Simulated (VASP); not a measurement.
## KH (relaxed from the wurtzite structure, space group P6_3mc): computed properties

The numbers are results of PBEsol GGA, VASP's PBE PAW potentials (set 64) (plane waves; VASP), not measurements.

```
Quantity                                                                                             Value
---------------------------------------------  -----------------------------------------------------------
space group                                                                                   P6_3mc (186)
cell                                           a = b = 4.6489 Å, c = 5.5816 Å, α = β = 90.00°, γ = 120.00°
volume per atom                                                                             26.12 Å^3/atom
band gap (over mesh and band path)                                                                 3.35 eV
smallest direct gap (over mesh and band path)                                                      3.46 eV
band-edge character                                                                       indirect, H to M
density                                                                                         1.27 g/cm³
```

```yaml
crystal:
  lattice:
    - [4.64895, 0.00000, 0.00000]
    - [-2.32447, 4.02611, 0.00000]
    - [0.00000, 0.00000, 5.58155]
  atoms:
    - { symbol: K, position: [0.33333, 0.66667, 0.93916] }
    - { symbol: K, position: [0.66667, 0.33333, 0.43916] }
    - { symbol: H, position: [0.33333, 0.66667, 0.43584] }
    - { symbol: H, position: [0.66667, 0.33333, 0.93584] }
```

The structure was generated: KH was put into the wurtzite type (P6_3mc), which need not be its known phase. It was relaxed first, which changed the volume by +32 %. Symmetry was kept, so distortions that lower it aren't found.
